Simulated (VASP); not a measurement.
Computed with LDA (Ceperley-Alder, Perdew-Zunger), VASP's LDA PAW potentials (set 64) (plane waves; VASP).

The input files of a VASP run:

### INCAR
```
SYSTEM = Tl
PREC = Accurate; ENCUT = 500; LREAL = F
LASPH = T
EDIFF = 1E-6; NELM = 100; ALGO = Normal
LMAXMIX = 4
ISMEAR = 1; SIGMA = 0.1
IBRION = 2; NSW = 40; ISIF = 3
EDIFFG = -0.02; PSTRESS = 100
LWAVE = F; LCHARG = F
```

File KPOINTS:
```
Regular mesh
0
G
13 13 7
```

File POSCAR:
```
Tl
1.0
  1.6255452160  -2.8155270645   0.0000000000
  1.6255452160   2.8155270645   0.0000000000
  0.0000000000   0.0000000000   5.1241222892
Tl
2
Cartesian
  1.6255452160   0.9385108985   1.2810305723
  1.6255452160  -0.9385108985   3.8430917169
```

POTCAR, in this order: Tl_d (LDA.64 set). Program: vasp_std.

The run wrote:

OSZICAR:
```
       N       E                     dE             d eps       ncg     rms          rms(c)
DAV:   1     0.124785332057E+03    0.12479E+03   -0.14564E+04  2888   0.145E+03
DAV:   2    -0.375725139378E+01   -0.12854E+03   -0.12712E+03  2987   0.300E+02
DAV:   3    -0.575301756501E+01   -0.19958E+01   -0.19859E+01  3479   0.336E+01
DAV:   4    -0.576328749182E+01   -0.10270E-01   -0.10268E-01  3197   0.246E+00
DAV:   5    -0.576338150841E+01   -0.94017E-04   -0.94016E-04  3343   0.253E-01    0.612E+00
DAV:   6    -0.567912918854E+01    0.84252E-01   -0.14267E-01  3028   0.360E+00    0.401E+00
DAV:   7    -0.566189471565E+01    0.17234E-01   -0.77271E-02  2990   0.260E+00    0.794E-01
DAV:   8    -0.565968624617E+01    0.22085E-02   -0.10823E-02  2974   0.939E-01    0.562E-02
DAV:   9    -0.565969223269E+01   -0.59865E-05   -0.55421E-05  3435   0.694E-02    0.101E-02
DAV:  10    -0.565969188617E+01    0.34652E-06   -0.45513E-06  2995   0.203E-02
   1 F= -.27321868E+01 E0= -.27320644E+01  d E =-.273219E+01
```

File OUTCAR:
```
------------------------ aborting loop because EDIFF is reached ----------------------------------------
  FORCE on cell =-STRESS in cart. coord.  units (eV):
  Direction    XX          YY          ZZ          XY          YZ          ZX
  --------------------------------------------------------------------------------------
  Total        2.9589283      2.9589286      2.9567987      0.0000000      0.0000000      0.0000000
  in kB      101.0733776    101.0733891    101.0006354      0.0000000      0.0000000      0.0000000
  external PRESSURE =       1.0491341 kB  Pullay stress =     100.0000000 kB
  volume of cell :       46.90
      direct lattice vectors                 reciprocal lattice vectors
     1.625545216 -2.815527064  0.000000000     0.307589106 -0.177586643  0.000000000
     1.625545216  2.815527064  0.000000000     0.307589106  0.177586643  0.000000000
     0.000000000  0.000000000  5.124122289     0.000000000  0.000000000  0.195155374
 POSITION                                       TOTAL-FORCE (eV/Angst)
 -----------------------------------------------------------------------------------
      1.62555      0.93851      1.28103        -0.000000     -0.000000      0.000000
      1.62555     -0.93851      3.84309         0.000000      0.000000      0.000000
 -----------------------------------------------------------------------------------
    total drift:                               -0.000000      0.000405      0.000008
  FREE ENERGIE OF THE ION-ELECTRON SYSTEM (eV)
  ---------------------------------------------------
  free  energy   TOTEN  =        -5.6596918862 eV

  energy  without entropy=       -5.6593247004  energy(sigma->0) =       -5.65956949
  enthalpy is  TOTEN    =        -2.7321867900 eV   P V=        2.9275050961

 reached required accuracy - stopping structural energy minimisation
```
(Selected blocks of OUTCAR.)

**OUTCAR**
```
 val. band max:        8.6397686081   @ k =   0.3077   0.1538   0.4286

 cond. band min:       8.6793728925   @ k =   0.3846   0.0769   0.2857


 Fermi energy:         8.6559267185

 k-point     1 :       0.0000    0.0000    0.0000
  band No.  band energies     occupation
      1      -3.7404      2.00000
      2      -3.2359      2.00000
      3      -3.2147      2.00000
      4      -3.2147      2.00000
      5      -3.1158      2.00000
      6      -3.1158      2.00000
      7      -3.0473      2.00000
      8      -3.0473      2.00000
      9      -2.9415      2.00000
     10      -2.4717      2.00000
     11      -2.4717      2.00000
     12       3.8322      2.00000
     13       4.9494      2.00000
     14      17.7587      0.00000
     15      17.7587      0.00000
     16      19.2088      0.00000
     17      20.3740      0.00000

 k-point     2 :       0.0769   -0.0000    0.0000
  band No.  band energies     occupation
      1      -3.7029      2.00000
      2      -3.2994      2.00000
      3      -3.1747      2.00000
      4      -3.1500      2.00000
      5      -3.1268      2.00000
      6      -3.0791      2.00000
      7      -3.0723      2.00000
      8      -3.0675      2.00000
      9      -2.7986      2.00000
     10      -2.5201      2.00000
     11      -2.4624      2.00000
     12       3.9013      2.00000
     13       5.1431      2.00000
     14      16.2585      0.00000
     15      17.0975      0.00000
     16      18.6619      0.00000
     17      20.7956      0.00000

 k-point     3 :       0.1538    0.0000    0.0000
  band No.  band energies     occupation
      1      -3.6321      2.00000
      2      -3.3558      2.00000
      3      -3.1625      2.00000
      4      -3.1491      2.00000
      5      -3.1200      2.00000
      6      -3.0625      2.00000
      7      -3.0622      2.00000
      8      -2.9753      2.00000
      9      -2.6365      2.00000
     10      -2.4403      2.00000
     11      -2.3589      2.00000
...
```

Unless said otherwise, spin-orbit coupling is left out, though it shifts the bands of the heavy elements here.

The compound is Tl in the hcp structure. It was relaxed first under an external pressure of 10 GPa.
